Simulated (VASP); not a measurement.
Method: optB88-vdW, VASP's PBE PAW potentials (set 64) (plane waves; VASP).

VASP ran on this input.

**INCAR**
```
SYSTEM = Fe
PREC = Accurate
ENCUT = 520
EDIFF = 1E-7
NELM = 100
ALGO = Normal
LREAL = .FALSE.
LASPH = .TRUE.
ISMEAR = -5
GGA = BO
PARAM1 = 0.1833333333
PARAM2 = 0.22
LUSE_VDW = .TRUE.
AGGAC = 0.0
LMAXMIX = 4
ISPIN = 2
MAGMOM = 2.1
LORBIT = 11
LWAVE = .FALSE.
LCHARG = .TRUE.
NEDOS = 601
ISIF = 2
```

KPOINTS:
```
Automatic mesh
0
Gamma
20 20 20
0 0 0
```

POSCAR:
```
Fe
1
   -1.4094382564     1.4094382564     1.4094382564
    1.4094382564    -1.4094382564     1.4094382564
    1.4094382564     1.4094382564    -1.4094382564
Fe
1
Direct
  0.0000000000   0.0000000000   0.0000000000
```

POTCAR, in this order: Fe (PBE.64 set). Program: vasp_std.

The run wrote:

File OSZICAR:
```
       N       E                     dE             d eps       ncg     rms          rms(c)
DAV:   1     0.175302436384E+02    0.17530E+02   -0.41255E+03  9672   0.108E+03
DAV:   2    -0.623027438685E+01   -0.23761E+02   -0.22566E+02  9319   0.127E+02
DAV:   3    -0.654786447348E+01   -0.31759E+00   -0.31691E+00 10345   0.200E+01
DAV:   4    -0.654934518592E+01   -0.14807E-02   -0.14804E-02 10136   0.127E+00
DAV:   5    -0.654935829506E+01   -0.13109E-04   -0.13112E-04 10023   0.108E-01    0.109E+01
DAV:   6    -0.573035278983E+01    0.81901E+00   -0.11529E+01  9764   0.544E+01    0.501E+00
DAV:   7    -0.566142713624E+01    0.68926E-01   -0.74775E-01  9737   0.137E+01    0.304E+00
DAV:   8    -0.565480897653E+01    0.66182E-02   -0.68589E-03 11466   0.717E-01    0.141E+00
DAV:   9    -0.564801207606E+01    0.67969E-02   -0.65563E-03 11757   0.673E-01    0.359E-01
DAV:  10    -0.564828242863E+01   -0.27035E-03   -0.12150E-03 11005   0.398E-01    0.133E-01
DAV:  11    -0.564826877617E+01    0.13652E-04   -0.11144E-04  9712   0.162E-01    0.370E-02
DAV:  12    -0.564826474544E+01    0.40307E-05   -0.46033E-06  9753   0.374E-02    0.956E-03
DAV:  13    -0.564826528489E+01   -0.53945E-06   -0.19991E-06  9530   0.166E-02    0.455E-03
DAV:  14    -0.564826637814E+01   -0.10932E-05   -0.11275E-07  5629   0.429E-03    0.610E-04
DAV:  15    -0.564826656946E+01   -0.19133E-06   -0.82478E-09  4664   0.103E-03    0.314E-04
DAV:  16    -0.564826653264E+01    0.36826E-07   -0.23638E-09  4640   0.570E-04
   1 F= -.56482665E+01 E0= -.56482665E+01  d E =0.000000E+00  mag=     2.1260
```

OUTCAR:
```
------------------------ aborting loop because EDIFF is reached ----------------------------------------
  FORCE on cell =-STRESS in cart. coord.  units (eV):
  Direction    XX          YY          ZZ          XY          YZ          ZX
  --------------------------------------------------------------------------------------
  Total        0.0248779      0.0248779      0.0248779      0.0000000     -0.0000000     -0.0000000
  in kB        3.5589835      3.5589835      3.5589835      0.0000000     -0.0000000     -0.0000000
  external PRESSURE =       3.5589835 kB  Pullay stress =       0.0000000 kB
  volume of cell :       11.20
      direct lattice vectors                 reciprocal lattice vectors
    -1.409438256  1.409438256  1.409438256     0.000000000  0.354751262  0.354751262
     1.409438256 -1.409438256  1.409438256     0.354751262  0.000000000  0.354751262
     1.409438256  1.409438256 -1.409438256     0.354751262  0.354751262  0.000000000
 POSITION                                       TOTAL-FORCE (eV/Angst)
 -----------------------------------------------------------------------------------
      0.00000      0.00000      0.00000         0.000000      0.000000      0.000000
 -----------------------------------------------------------------------------------
    total drift:                                0.000000     -0.000000      0.000000
  FREE ENERGIE OF THE ION-ELECTRON SYSTEM (eV)
  ---------------------------------------------------
  free  energy   TOTEN  =        -5.6482665326 eV

  energy  without entropy=       -5.6482665326  energy(sigma->0) =       -5.64826653

 total charge

# of ion       s       p       d       tot
------------------------------------------
    1        0.493   0.542   6.288   7.323

 magnetization (x)

# of ion       s       p       d       tot
------------------------------------------
    1       -0.013  -0.049   2.176   2.114
```
(Selected blocks of OUTCAR.)

For a metal the tetrahedron method with Blöchl corrections gives inexact stress and forces.

The compound is Fe in the bcc structure. It was relaxed first, which changed the volume by -5 %.
